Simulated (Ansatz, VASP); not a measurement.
# Two plane-wave programs on Os4C

```
Os C
1.0
     3.94704    0.00000    0.00000
     0.00000    3.94704    0.00000
     0.00000    0.00000    4.21993
Os C
4 1
Direct
  0.50000 0.00000 0.95890
  0.50000 0.50000 0.53742
  0.00000 0.50000 0.95890
  0.00000 0.00000 0.46266
  0.50000 0.50000 0.08276
```

Change from the starting cell: the structure that the rattled cell fell into.

Alike in both runs: functional PBE; k mesh 4 × 4 × 4; occupations gaussian, width 0.1 eV; no spin polarisation.

Ansatz relaxed the structure, and its values are those at the end. VASP's run is a single point on that final structure, the one shown.

```csv
,VASP,Ansatz
version,VASP 6.6.1,Ansatz 0.2.0
potentials or method,"VASP PAW PBE potentials, release 64 (Os, C)","scalar-relativistic, plane waves, PAW"
plane-wave cutoff (eV),520,420
valence electrons in the cell,36,68
```

Ansatz gave:

| Quantity | Value |
| --- | --- |
| gap on the k mesh at the Fermi level (eV) | none |
| pressure (GPa) | 0.0 |
| rms of the force components (eV/Å) | 0.007 |

Which values does VASP return?

gap on the k mesh at the Fermi level (eV): none; pressure (GPa): 1.4; rms of the force components (eV/Å): 0.052.

A gap of «none» marks a metal or a gap that the smearing closes. The two sets of potentials don't hold the same shells in valence.

Caveats: the k mesh is coarse (spacing up to 0.40 Å⁻¹), so the values aren't converged. The runs have no spin-orbit coupling, so splittings on Os are missing.
